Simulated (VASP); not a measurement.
An input for Quantum ESPRESSO's pw.x (written as the equivalent of a VASP run, and not itself run):

```
&CONTROL
  calculation = 'vc-relax'
  pseudo_dir = './pseudo'
  outdir = './out'
  tprnfor = .true.
  tstress = .true.
  nstep = 40
  forc_conv_thr = 0.00078
/
&SYSTEM
  ibrav = 0
  nat = 4
  ntyp = 2
  ecutwfc = 84
  occupations = 'smearing'
  smearing = 'methfessel-paxton'
  degauss = 0.00735
  input_dft = 'pbe'
/
&ELECTRONS
  conv_thr = 7.3e-08
  electron_maxstep = 100
/
&IONS
/
&CELL
  press = 300
/
ATOMIC_SPECIES
  Sn 118.710 Sn.upf
  O 15.999 O.upf
CELL_PARAMETERS angstrom
     3.6492953    0.0000000    0.0000000
     0.0000000    3.6492953    0.0000000
     0.0000000    0.0000000    4.1880369
ATOMIC_POSITIONS crystal
  Sn   0.5000000  0.0000000  0.7187347
  Sn   0.0000000  0.5000000  0.2812653
  O    0.5000000  0.5000000  0.0000000
  O    0.0000000  0.0000000  0.0000000
K_POINTS automatic
  8 8 7 0 0 0
```

Task: Write the VASP files for the same calculation (PBE).

Result: This is not unique; one that fits is 
**KPOINTS**
```
Regular mesh
0
Gamma
 8 8 7
0 0 0
```

### POSCAR
```
SnO
1
    3.6492952918     0.0000000000     0.0000000000
    0.0000000000     3.6492952918     0.0000000000
    0.0000000000     0.0000000000     4.1880368519
Sn O
2 2
Direct
  0.5000000000   0.0000000000   0.7187347163
  0.0000000000   0.5000000000   0.2812652837
  0.5000000000   0.5000000000   0.0000000000
  0.0000000000   0.0000000000   0.0000000000
```

### INCAR
```
SYSTEM = SnO
PREC = Accurate
ENCUT = 620
EDIFF = 1E-6
NELM = 100
ALGO = Normal
LREAL = .FALSE.
LASPH = .TRUE.
ISMEAR = 1
SIGMA = 0.1
GGA = PE
LMAXMIX = 4
LWAVE = .FALSE.
LCHARG = .FALSE.
IBRION = 2
ISIF = 3
NSW = 40
EDIFFG = -0.02
PSTRESS = 300
```

POTCAR, in this order: Sn_d O (PBE.64 set). Program: vasp_std.

The two are equivalent in intent, not identical: the potentials are each code's own (VASP's PAW set, PseudoDojo norm-conserving files in pw.x), so ENCUT and ecutwfc are chosen apart and not converted; conv_thr bounds pw.x's estimated SCF error, while EDIFF bounds the energy change between steps; forc_conv_thr acts on force components and is met together with etot_conv_thr.

The compound is SnO in the litharge structure. This run relaxes it under an external pressure of 30 GPa. Symmetry was kept, so distortions that lower it aren't found.
